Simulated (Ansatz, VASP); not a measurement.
## KTaO3 in two plane-wave programs

Wanted: the spread between two codes on one cell, functional and k mesh. The cell is taken from a series of VASP runs on this material, whose earlier steps may have relaxed, scaled or displaced it; both programs get it as it stands.

Method: plane waves, with VASP 6.6.1 beside it; band structure at PBE, band structure at r2SCAN, spin-orbit coupling and dielectric response at LDA, in Ansatz 0.2.0.

## (1) Set-up

It takes space group Pm-3m (No. 221, cubic). The conventional cell has a = 3.988 Å, b = 3.988 Å, c = 3.988 Å, α = 90.00°, β = 90.00°, γ = 90.00°. Nearest to Ta lie 6 O at 1.99 Å. Nearest to K lie 12 O at 2.82 Å. Nearest to O lie 2 Ta at 1.99 Å and 4 K at 2.82 Å. Farther neighbours and most contacts between anions are not listed.

As a file:

```cif
data_structure
_symmetry_space_group_name_H-M 'P 1'
_symmetry_Int_Tables_number 1
_cell_length_a 3.9883
_cell_length_b 3.9883
_cell_length_c 3.9883
_cell_angle_alpha 90.000
_cell_angle_beta 90.000
_cell_angle_gamma 90.000
_cell_volume 63.44
loop_
_atom_site_label
_atom_site_type_symbol
_atom_site_fract_x
_atom_site_fract_y
_atom_site_fract_z
_atom_site_occupancy
Ta1 Ta 0.00000 0.00000 0.00000 1
K2 K 0.50000 0.50000 0.50000 1
O3 O 0.00000 0.00000 0.50000 1
O4 O 0.00000 0.50000 0.00000 1
O5 O 0.50000 0.00000 0.00000 1
```

## (2) VASP: band structure, PBE

Levels along a path test the potential and the projectors away from the mesh points.

Lines of VASP's logs that name or quote its potential files are left out, and so is its time.

INCAR

```
SYSTEM = KTaO3
PREC = Accurate
ENCUT = 460
EDIFF = 1E-06
NELM = 100
ISMEAR = 0
SIGMA = 0.03
LREAL = .FALSE.
ALGO = Normal
GGA = PE
NBANDS = 34
LORBIT = 11
LWAVE = .FALSE.
LCHARG = .FALSE.
KPAR = 4
```

POSCAR

```
KTaO3
1.0
    3.9883000000      0.0000000000      0.0000000000
    0.0000000000      3.9883000000      0.0000000000
    0.0000000000      0.0000000000      3.9883000000
Ta K O
1 1 3
Direct
    0.0000000000      0.0000000000      0.0000000000
    0.5000000000      0.5000000000      0.5000000000
    0.0000000000      0.0000000000      0.5000000000
    0.0000000000      0.5000000000      0.0000000000
    0.5000000000      0.0000000000      0.0000000000
```

KPOINTS

```
Automatic mesh
0
Gamma
6 6 6
0 0 0
```

KPOINTS_OPT

```
Line mode
8
Line-mode
Reciprocal
  0.00000000   0.00000000   0.00000000 GAMMA
  0.00000000   0.50000000   0.00000000 X

  0.00000000   0.50000000   0.00000000 X
  0.50000000   0.50000000   0.00000000 M

  0.50000000   0.50000000   0.00000000 M
  0.00000000   0.00000000   0.00000000 GAMMA

  0.00000000   0.00000000   0.00000000 GAMMA
  0.50000000   0.50000000   0.50000000 R

  0.50000000   0.50000000   0.50000000 R
  0.00000000   0.50000000   0.00000000 X

  0.50000000   0.50000000   0.00000000 M
  0.50000000   0.50000000   0.50000000 R
```

The projector-augmented-wave data sets are Ta_pv, K_sv and O (PBE family, release 64).

The run is started by

```console
$ mpirun -np 4 vasp_std
```

Numbers of over 12 decimals in the logs are rounded to 6 here.

Log:

```text
[banner, memory and clock lines left out]
running    4 mpi-ranks, on    1 nodes
 distrk:  each k-point on    1 cores,    4 groups
 distr:  one band on    1 cores,    1 groups

 POSCAR found type information on POSCAR TaK O
 POSCAR found :  3 types and       5 ions
 LDA part: xc-table for (Slater+PW92), standard interpolation
 POSCAR, INCAR and KPOINTS ok, starting setup
 FFT: planning ... GRIDC
 FFT: planning ... GRID_SOFT
 FFT: planning ... GRID
 WAVECAR not read
 entering main loop
       N       E                     dE             d eps       ncg     rms          rms(c)
DAV:   1     0.293235210419E+03    0.29324E+03   -0.18546E+04  1360   0.102E+03
DAV:   2    -0.324241537457E+02   -0.32566E+03   -0.31107E+03  1592   0.330E+02
DAV:   3    -0.491296574005E+02   -0.16706E+02   -0.16569E+02  1936   0.719E+01
DAV:   4    -0.495849752533E+02   -0.45532E+00   -0.45454E+00  1872   0.750E+00
DAV:   5    -0.495888661759E+02   -0.38909E-02   -0.38907E-02  1688   0.699E-01    0.341E+01
DAV:   6    -0.412888448554E+02    0.83000E+01   -0.19690E+01  1488   0.313E+01    0.127E+01
DAV:   7    -0.411043214347E+02    0.18452E+00   -0.12483E+00  1666   0.680E+00    0.959E+00
DAV:   8    -0.410642685393E+02    0.40053E-01   -0.40283E-01  1624   0.435E+00    0.316E+00
DAV:   9    -0.410395754071E+02    0.24693E-01   -0.43239E-02  1596   0.145E+00    0.403E-01
DAV:  10    -0.410396551202E+02   -0.79713E-04   -0.10064E-02  1718   0.556E-01    0.188E-01
DAV:  11    -0.410394255391E+02    0.22958E-03   -0.81501E-04  1688   0.160E-01    0.869E-02
DAV:  12    -0.410394437190E+02   -0.18180E-04   -0.50359E-05  1556   0.533E-02    0.492E-02
DAV:  13    -0.410394387358E+02    0.49832E-05   -0.36866E-05  1672   0.358E-02    0.591E-03
DAV:  14    -0.410394390704E+02   -0.33461E-06   -0.94228E-07  1472   0.593E-03
   1 F= -.41039439E+02 E0= -.41039439E+02  d E =-.823781E-41
 Start KPOINTS_OPT (optional k-point list driver)
k-point batch [1-20\48]
       N       E                     dE             ncg
DAV:   1    -0.130959790802E+04   -0.16782E+05     1360
DAV:   2    -0.760005971983E+04   -0.62905E+04     1558
DAV:   3    -0.794335894739E+04   -0.34330E+03     1920
DAV:   4    -0.795385853572E+04   -0.10500E+02     1926
DAV:   5    -0.795395459261E+04   -0.96057E-01     1808
DAV:   6    -0.795395603183E+04   -0.14392E-02     1784
DAV:   7    -0.795395603908E+04   -0.72452E-05     1674
DAV:   8    -0.795395603918E+04   -0.10265E-06     1158
[...]
k-point batch [41-48\48]
       N       E                     dE             ncg
DAV:   1     0.135491674279E+05   -0.11198E+05      544
DAV:   2     0.109948396242E+05   -0.25543E+04      620
DAV:   3     0.108611211331E+05   -0.13372E+03      832
DAV:   4     0.108579948045E+05   -0.31263E+01      712
DAV:   5     0.108579373410E+05   -0.57463E-01      702
DAV:   6     0.108579364528E+05   -0.88818E-03      710
DAV:   7     0.108579364463E+05   -0.64478E-05      696
DAV:   8     0.108579364462E+05   -0.87577E-07      476
```

Parts of OUTCAR (step 2):

```text
ion  position               nearest neighbor table
   1  0.000  0.000  0.000-   3 1.99   4 1.99   5 1.99   3 1.99   4 1.99   5 1.99   2 3.45   2 3.45
                             2 3.45   2 3.45   2 3.45   2 3.45   2 3.45   2 3.45
   2  0.500  0.500  0.500-   3 2.82   4 2.82   5 2.82   4 2.82   5 2.82   3 2.82   5 2.82   5 2.82
                             3 2.82   4 2.82   4 2.82   3 2.82   1 3.45   1 3.45   1 3.45   1 3.45
   3  0.000  0.000  0.500-   1 1.99   1 1.99   2 2.82   2 2.82   2 2.82   2 2.82
   4  0.000  0.500  0.000-   1 1.99   1 1.99   2 2.82   2 2.82   2 2.82   2 2.82
   5  0.500  0.000  0.000-   1 1.99   1 1.99   2 2.82   2 2.82   2 2.82   2 2.82

  LATTYP: Found a simple cubic cell.
 ALAT       =     3.9883000000

 Subroutine GETGRP returns: Found 48 space group operations
 (whereof 48 operations were pure point group operations)

The static configuration has the point symmetry O_h .

 Found     20 irreducible k-points:

   k-points           NKPTS =     20   k-points in BZ     NKDIM =     20   number of bands    NBANDS=     34

   dimension x,y,z NGX =    28 NGY =   28 NGZ =   28
   dimension x,y,z NGXF=    56 NGYF=   56 NGZF=   56

   ENCUT  =  460.0 eV  33.81 Ry    5.81 a.u.   6.97  6.97  6.97*2*pi/ulx,y,z

   NELECT =      38.0000    total number of electrons

 k-points in reciprocal lattice and weights: Automatic mesh
   0.00000000  0.00000000  0.00000000       0.005
   0.16666667  0.00000000  0.00000000       0.028
   0.33333333  0.00000000  0.00000000       0.028
   0.50000000  0.00000000  0.00000000       0.014
   0.16666667  0.16666667  0.00000000       0.056
   0.33333333  0.16666667  0.00000000       0.111
   0.50000000  0.16666667  0.00000000       0.056
   0.33333333  0.33333333  0.00000000       0.056
   0.50000000  0.33333333  0.00000000       0.056
[...]
0.50000000  0.50000000  0.33333333       0.028
   0.50000000  0.50000000  0.50000000       0.005

 average (electrostatic) potential at core
       1 -40.7408       2 -32.6792       3 -71.8520       4 -71.8520       5 -71.8520

 E-fermi :   2.0809

 k-point     1 :       0.0000    0.0000    0.0000
  band No.  band energies     occupation
    ...
     15       0.7432      2.00000
     16       0.7432      2.00000
     17       1.1791      2.00000
     18       1.1791      2.00000
     19       1.1791      2.00000
     20       3.9755      0.00000
     21       3.9755      0.00000
     22       3.9755      0.00000
     23       8.4279      0.00000
     24       8.5674      0.00000
    ...

 k-point     2 :       0.1667    0.0000    0.0000
  band No.  band energies     occupation
    ...
     15       0.3451      2.00000
     16       0.5079      2.00000
     17       0.6212      2.00000
     18       1.0665      2.00000
     19       1.0665      2.00000
     20       4.0137      0.00000
     21       4.7711      0.00000
     22       4.7711      0.00000
     23       8.5799      0.00000
     24       8.8416      0.00000
    ...

 k-point     3 :       0.3333    0.0000    0.0000
  band No.  band energies     occupation
    ...
     15      -0.2725      2.00000
     16      -0.1264      2.00000
     17       0.3948      2.00000
     18       0.9839      2.00000
     19       0.9839      2.00000
     20       4.0926      0.00000
     21       6.1401      0.00000
     22       6.1401      0.00000
     23       8.5979      0.00000
     24       9.7190      0.00000
    ...

  Total        2.1389646      2.1389646      2.1389646      0.0000000     -0.0000000      0.0000000
  in kB       54.0195202     54.0195202     54.0195202      0.0000000     -0.0000000      0.0000000
  external PRESSURE =      54.0195202 kB  Pullay stress =       0.0000000 kB

  energy-cutoff  :      460.00
  volume of cell :       63.44
      direct lattice vectors                 reciprocal lattice vectors
     3.988300000  0.000000000  0.000000000     0.250733395  0.000000000  0.000000000
     0.000000000  3.988300000  0.000000000     0.000000000  0.250733395  0.000000000
     0.000000000  0.000000000  3.988300000     0.000000000  0.000000000  0.250733395

 POSITION                                       TOTAL-FORCE (eV/Angst)
 -----------------------------------------------------------------------------------
      0.00000      0.00000      0.00000         0.000000      0.000000      0.000000
      1.99415      1.99415      1.99415         0.000000      0.000000      0.000000
      0.00000      0.00000      1.99415         0.000000      0.000000      0.000000
      0.00000      1.99415      0.00000         0.000000      0.000000      0.000000
      1.99415      0.00000      0.00000         0.000000      0.000000      0.000000
 -----------------------------------------------------------------------------------
    total drift:                               -0.000000      0.000000     -0.000000

  FREE ENERGIE OF THE ION-ELECTRON SYSTEM (eV)
  ---------------------------------------------------
  free  energy   TOTEN  =       -41.0394390704 eV

  energy  without entropy=      -41.0394390704  energy(sigma->0) =      -41.03943907

 total charge
# of ion       s       p       d       tot
------------------------------------------
    1        0.348   6.357   2.058   8.763
    2        1.962   5.605   0.049   7.616
    3        1.571   3.525   0.000   5.095
    4        1.571   3.525   0.000   5.095
    5        1.571   3.525   0.000   5.095
--------------------------------------------------
tot          7.022  22.536   2.106  31.664

[... 3 further parts left out ...]
```

The run ends at a pressure of 5.40 GPa.

## (3) Ansatz: band structure, PBE

Ansatz runs on its default PAW (the set named soft_2) files.

The same cell, functional, mesh and smearing now go to Ansatz, which takes its cutoff from its data sets.

input.yaml

```yaml
crystal:
  lattice:
    - [3.9883, 0.0, 0.0]
    - [0.0, 3.9883, 0.0]
    - [0.0, 0.0, 3.9883]
  atoms:
    - { symbol: Ta, position: [0.0, 0.0, 0.0] }
    - { symbol: K, position: [0.5, 0.5, 0.5] }
    - { symbol: O, position: [0.0, 0.0, 0.5] }
    - { symbol: O, position: [0.0, 0.5, 0.0] }
    - { symbol: O, position: [0.5, 0.0, 0.0] }
hamiltonian:
  xc: pbe
  pseudopotentials: { kind: paw }
kpoints:
  mp_grid: { grid: [6, 6, 6] }
  band_path:
    path:
      - [0.0, 0.0, 0.0]
      - [0.0, 0.07143, 0.0]
      - [0.0, 0.21429, 0.0]
      - [0.0, 0.28571, 0.0]
      - [0.0, 0.42857, 0.0]
      - [0.0, 0.5, 0.0]
      - [0.07143, 0.5, 0.0]
      - [0.21429, 0.5, 0.0]
      - [0.28571, 0.5, 0.0]
      - [0.42857, 0.5, 0.0]
      - [0.5, 0.5, 0.0]
      - [0.42857, 0.42857, 0.0]
      - [0.28571, 0.28571, 0.0]
      - [0.14286, 0.14286, 0.0]
      - [0.07143, 0.07143, 0.0]
      - [0.0, 0.0, 0.0]
      - [0.07143, 0.07143, 0.07143]
      - [0.21429, 0.21429, 0.21429]
      - [0.35714, 0.35714, 0.35714]
      - [0.42857, 0.42857, 0.42857]
      - [0.5, 0.5, 0.5]
      - [0.35714, 0.5, 0.35714]
      - [0.28571, 0.5, 0.28571]
      - [0.14286, 0.5, 0.14286]
      - [0.07143, 0.5, 0.07143]
      - [0.5, 0.5, 0.0]
      - [0.5, 0.5, 0.14286]
      - [0.5, 0.5, 0.21429]
      - [0.5, 0.5, 0.35714]
      - [0.5, 0.5, 0.5]
    npoints: 1
scf:
  occupations: { method: gaussian, width: 0.03 }
  n_extra_bands: 8
output:
  forces: true
  stress: true
  eigenvalues: true
```

The run is started by

```console
$ ansatz run input.yaml --threads 2 --pin off --max-ram 4608MiB --backend cpu --events-out ev --progress --plain --runs-dir out
```

Log:

```text
scf.n_extra_bands = 8 over 20 filled bands (N_el = 40.0): the run solves 28 bands
Engine: ansatz 0.2.0, x86_64-unknown-linux-gnu
Pseudopotentials: kind: paw
Pseudopotential: Ta, paw, valence charge 13, recommended cutoff 420 eV (normal), Ta.paw.azcp
Pseudopotential: K, paw, valence charge 9, recommended cutoff 420 eV (normal), K.paw.azcp
Pseudopotential: O, paw, valence charge 6, recommended cutoff 420 eV (normal), O.paw.azcp
Functional definition: PBE
  parameter kappa = 0.804
  parameter beta = 0.066725
  exchange = pbe_x(kappa = kappa, mu = beta*pi^2/3)
  correlation = pbe_c(beta = beta)
Crystal: 5 atoms, lattice volume = 63.440 Å³
Basis set: ecut = 420 eV, 1237 PW (Γ), exchange–correlation on 54×54×54 points (8 copies of the dense FFT grid, shifted against one another)
Bands: 28, of which v1, the nominal top of the filled ones, is band 20 counted from 1 (19 counted from 0)
Symmetry: 48 space group operations
Space group: Pm-3m (ITA 221), of the structure as read, at distance tolerance 4.0e-5 Å
k-points: 20 of 216
Non-local potential: Ta, projectors of the file, l = 0: 3, l = 1: 2, l = 2: 2, l = 3: 1
Non-local potential: K, projectors of the file, l = 0: 3, l = 1: 2, l = 2: 2
Non-local potential: O, projectors of the file, l = 0: 2, l = 1: 2, l = 2: 1
PAW form: soft (Blöchl's): semilocal exchange-correlation on the pseudo side does not see the compensation charge
PAW one-centre angular grid: Ta, 590 points (default); XC on 64 Gauss nodes
PAW one-centre angular grid: K, 110 points (default); XC on 64 Gauss nodes
PAW one-centre angular grid: O, 110 points (default); XC on 64 Gauss nodes
Initial density: superposition of atomic densities (neutral atoms: chi_scale 0, normalization atom), corrected by the library's trained network
Initial wavefunctions: pseudopotential atomic-orbital guess
Functional: x = pbe(κ = 0.804, μ = 0.219515), c = pbe(β = 0.066725)
SCF iter   1: F=—  HF=-13178.200387 eV  |F-HF|=—  |Δ(HF+E_count)|=         —  Δρ=9.76e-4  dr2=1.84e-4  ethr=1.77e-3  ⟨swp⟩=6.2  Hψ=2736  notcnv=0  defer=2
preconditioner: auto → Resta (q_TF=auto, 2.526 Å⁻¹)  ε∞=4.0  [insulator: Δε(μ)=2.213 eV  Ē_g=14.659 eV  σ=0.030 eV  W_gap=1.00  n_scr=18 (ndim 8)  ℏωp=25.5 eV  f_vac=0.012  D(μ)=0.00/eV (n_scr^D=0)  ε∞_Penn≈4.0]
SCF iter   2: F=—  HF=-13178.200921 eV  |F-HF|=—  |Δ(HF+E_count)|=   5.34e-4  Δρ=4.91e-4  dr2=3.53e-5  ethr=4.59e-7  ⟨swp⟩=2.0  Hψ=1127  notcnv=0  defer=11
SCF iter   3: F=—  HF=-13178.199978 eV  |F-HF|=—  |Δ(HF+E_count)|=   9.43e-4  Δρ=2.44e-4  dr2=9.61e-6  ethr=8.81e-8  ⟨swp⟩=2.0  Hψ=818  notcnv=0  defer=11
SCF iter   4: F=—  HF=-13178.200022 eV  |F-HF|=—  |Δ(HF+E_count)|=   4.45e-5  Δρ=2.47e-5  dr2=3.04e-7  ethr=2.40e-8  ⟨swp⟩=2.0  Hψ=849  notcnv=0  defer=11
iter 5 did not close the SCF: its close was put off for the readings that it lacked (scf_convergence_deferred on its scf_iter line)
SCF iter   5: F=-13178.200023 eV  HF=-13178.200023 eV  |F-HF|=1.19e-8  |Δ(HF+E_count)|=   2.60e-7  Δρ=5.82e-6  dr2=2.17e-8  ethr=7.61e-10  ⟨swp⟩=2.6  Hψ=808  notcnv=0  defer=11
SCF iter   6: F=-13178.200023 eV  HF=-13178.200023 eV  |F-HF|=2.55e-11  |Δ(HF+E_count)|=   1.70e-8  Δρ=1.11e-6  dr2=8.25e-10  ethr=5.44e-11  ⟨swp⟩=5.4  Hψ=2256  notcnv=0
SCF 1 converged in 6 iterations: F = -13178.200023 eV  dr2 = 8.25e-10
  greatest PAW one-centre occupation: 0.999 electrons in one spin orbital (limit 2), on the Ta atom at site 0 (counted from 0), in its partial waves of l = 0
NSCF: frozen V_eff on 30 k-points
SCF converged after 6 iterations
Free energy (F): -13178.200023 eV
Harris-Foulkes:  -13178.200023 eV  (|F-HF|=2.55e-11)
Internal energy: -13178.200023 eV  (E = F + TS)
E sigma→0 (E₀):  -13178.200023 eV
Fermi energy:    9.900256 eV
--- Per-component energies (eV) ---
  E_band       = -251.878829
  E_kinetic    = 1146.680903
  E_local      = -2222.882228  (includes V_loc(G=0)·N_el)
  E_nonlocal   = 170.583190
  E_hartree    = 778.071238
  E_xc         = -576.217184
  E_vxc        = -653.017997  (∫ρ·V_xc dr)
  E_paw        = -9653.105987  (= ΣΔE_a)
  E_vpaw       = -249.392950  (= ΣTr[D̂ρ^β])
  E_aug_tail   = 0.007427  (compensation charges beyond the density's cutoff)
  E_ewald      = -2821.337382
  E_smearing   = -0.000000  (= −TS)
  E_closure    = 0.000000  (closes the sum)
  Σ components = -13178.200023   (vs F -13178.200023, Δ=0.00e0)
--- Forces (eV/Å), atoms counted from 1 ---
  atom   1  Ta    -0.00000000     0.00000000     0.00000000
  atom   2  K      0.00000000     0.00000000     0.00000000
  atom   3  O      0.00000000    -0.00000000     0.00000000
  atom   4  O      0.00000000     0.00000000    -0.00000000
  atom   5  O      0.00000000    -0.00000000    -0.00000000
  max |Σ_I F_I| component: 3.98e-29 eV/Å
--- Stress (GPa, compression-positive) ---
        5.406997       0.000000       0.000000
        0.000000       5.406997      -0.000000
        0.000000      -0.000000       5.406997
  P = ⅓ Tr σ = 5.4070 GPa (54.070 kbar)
--- Band table (eV; the first three rows and the last of 20) ---
  k-point 0: bands = [... 16 lower, 7.7385, 8.1786, 8.1786, 8.1786, 11.0111, 11.0111, 11.0111, 15.4256, ... 4 higher]
  k-point 1: bands = [... 16 lower, 7.5084, 7.6175, 8.0666, 8.0666, 11.0492, 11.8004, 11.8004, 15.6211, ... 4 higher]
  k-point 2: bands = [... 16 lower, 6.8754, 7.3920, 7.9846, 7.9846, 11.1282, 13.1644, 13.1644, 15.6399, ... 4 higher]
  k-point 19: bands = [... 16 lower, 4.8997, 8.7894, 8.7894, 8.7894, 15.3003, 15.3003, 15.3003, 17.7023, ... 4 higher]
```

Run time: 1.3 s. Hardware: 2 threads of Intel Xeon 6975P-C (Granite Rapids), shared host; peak memory 0.4 GiB; 2.2 s of CPU time.

The column dr2 measures how far the density is from self-consistency, as an energy; F and HF (Harris–Foulkes) agree once it is small.

## (4) Side by side

Known differences besides the potentials themselves: the data sets hold 40 valence electrons in Ansatz (default PAW (the set named soft_2) files) and 38 in VASP; the cutoff is 420 eV in Ansatz and 460 eV in VASP; VASP leaves aspherical gradient terms in its spheres out (LASPH is not set), Ansatz keeps them. Total energies have different zeros and are not compared.

Compared:

| quantity | Ansatz | VASP | difference |
| --- | --- | --- | --- |
| pressure (GPa) | 5.41 | 5.40 | +0.01 |
| pressure without Ansatz's Pulay correction (GPa) | 4.85 | 5.40 | -0.55 |
| gap over the path points (eV) | 2.222 | 2.174 | +0.048 |

Levels at points of the path, from each program's valence-band top (eV; 4 filled, then empty):

| k (reciprocal lattice) | Ansatz | VASP |
| --- | --- | --- |
| 0.000 0.000 0.000 | -1.05 -0.61 -0.61 -0.61 2.22 2.22 2.22 | -1.06 -0.62 -0.62 -0.62 2.17 2.17 2.17 |
| 0.000 0.071 0.000 | -1.07 -0.78 -0.65 -0.65 2.23 2.39 2.39 | -1.08 -0.79 -0.66 -0.66 2.18 2.35 2.35 |
| 0.000 0.214 0.000 | -1.51 -1.24 -0.75 -0.75 2.28 3.40 3.40 | -1.52 -1.25 -0.77 -0.77 2.23 3.36 3.36 |
| 0.000 0.286 0.000 | -1.78 -1.34 -0.79 -0.79 2.32 4.00 4.00 | -1.79 -1.35 -0.80 -0.80 2.27 3.97 3.97 |
| 0.000 0.429 0.000 | -2.08 -1.48 -0.83 -0.83 2.37 4.92 4.92 | -2.10 -1.49 -0.84 -0.84 2.32 4.88 4.88 |
| 0.000 0.500 0.000 | -2.12 -1.50 -0.83 -0.83 2.38 5.05 5.05 | -2.13 -1.51 -0.85 -0.85 2.33 5.02 5.02 |
| 0.071 0.500 0.000 | -1.92 -1.38 -0.96 -0.92 2.54 5.05 5.09 | -1.94 -1.39 -0.98 -0.93 2.49 5.02 5.06 |
| 0.214 0.500 0.000 | -1.66 -1.34 -1.32 -0.69 3.51 5.07 5.43 | -1.67 -1.35 -1.34 -0.69 3.47 5.03 5.39 |
| 0.286 0.500 0.000 | -1.57 -1.47 -1.40 -0.39 4.09 5.08 5.72 | -1.58 -1.49 -1.41 -0.40 4.05 5.04 5.68 |
| 0.429 0.500 0.000 | -1.61 -1.44 -1.42 -0.08 4.96 5.09 6.28 | -1.64 -1.45 -1.43 -0.08 4.93 5.05 6.24 |

Among the levels compared at these points, filled levels agree within 27 meV and empty ones within 48 meV. Ansatz's pressure holds a Pulay correction of 0.56 GPa; VASP's holds none.

(Continued in part 2 of 2.)

[Lines on the potential files, build, host, timing and source positions are cut from VASP's logs without a mark.]

[Logs are printed without paths, hosts, clocks, repeated set-up lines and the standing remarks that a program may print on its own settings, such as how far it seeks lower states.]

[Hosts, paths, dates, database ids (printed as entryN), source tags and the programs' standing remarks are cut or masked in the printed files.]
